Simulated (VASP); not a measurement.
OSZICAR of a VASP run on Al$_{35}$TiN$_{35}$:

File OSZICAR:
```
       N       E                     dE             d eps       ncg     rms          rms(c)
DAV:   1    -0.513918830751E+03   -0.51392E+03   -0.24856E-05   832   0.196E-02    0.606E-03
RMM:   2    -0.513918829074E+03    0.16764E-05   -0.70885E-06   769   0.584E-03    0.378E-03
RMM:   3    -0.513918828854E+03    0.22055E-06   -0.53713E-06   694   0.396E-03    0.298E-03
RMM:   4    -0.513918828850E+03    0.37980E-08   -0.82403E-07   546   0.216E-03
   1 F= -.51391883E+03 E0= -.51391883E+03  d E =-.328140E-07  mag=     3.0000
```

**Question.** Which electronic solver shows in the log?

**Answer.** It is blocked Davidson (ALGO = Normal, or the opening steps of other solvers) and then RMM-DIIS (ALGO = Fast or VeryFast). The INCAR had ALGO = Fast.

**Question.** How was spin treated?

**Answer.** Collinear spin (ISPIN = 2): the summary line carries one mag value, 3.00 μB in the cell.

**Question.** Can the final energy be trusted as converged?

**Answer.** The run converged. It stopped with EDIFF = 1E-6, NELM = 100 (PBE GGA, plane waves, VASP's PBE PAW potentials (set 64)).  The cell is charged, with a uniform compensating background.  The supercell is sampled at Γ alone, which is coarse: total energies, pressure and levels can be off, energies of defects by several tenths of an eV.

The cell is a supercell with a defect, built from AlN (wurtzite): Ti_Al-vac_N, charge -1. The total moment is imposed (NUPDOWN), so this need not be the lowest spin state.
